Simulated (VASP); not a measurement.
NiC, 2 atoms in the cell. Symmetry: Fm-3m, No. 225, cubic system. The conventional cell has a = 4.068 Å, b = 4.068 Å, c = 4.068 Å, α = 90.00°, β = 90.00°, γ = 90.00°. Ni (site symmetry m-3m) has 6 C at 2.03 Å as nearest neighbours. C (site symmetry m-3m) has 6 Ni at 2.03 Å as nearest neighbours. The cell was built by a generator and needn't be a form met in nature.

| Item | Value |
| --- | --- |
| Program | VASP 6.6.1 |
| Task | band structure |
| Functional | RPBE |
| Potentials or basis | VASP PAW PBE potentials, release 64 (Ni_GW, C_GW) |
| Cutoff | 550 eV |
| k mesh | 8 × 8 × 8 |
| Occupations | fermi-dirac, width 0.05 eV |
| Spin | non-collinear spin, ferromagnetic start |
| Starting moments | [[1.0, 0.0, 0.0], [0.0, 0.0, 0.0]] μB |
| Hubbard terms | Ni d U = 4 eV |
| Further INCAR settings | ALGO = Damped; EDIFF = 1.00e-07; NBANDS = 38; ISYM = 0 |

Potentials or basis: VASP PAW PBE potentials, release 64 (Ni_GW, C_GW).

The run is started by

```bash
$ python run.py
```

Hardware: 1 thread of AMD EPYC 7R43 64-Core Processor (Zen 3), with other jobs on the host.

Problem. Estimate the wall time of this run.

Solution. Wall time 18 min on 1 thread of AMD EPYC 7R43 64-Core Processor (Zen 3) (shared host), peak memory 0.23 GiB. Counts: scf iterations 27, k points 40.
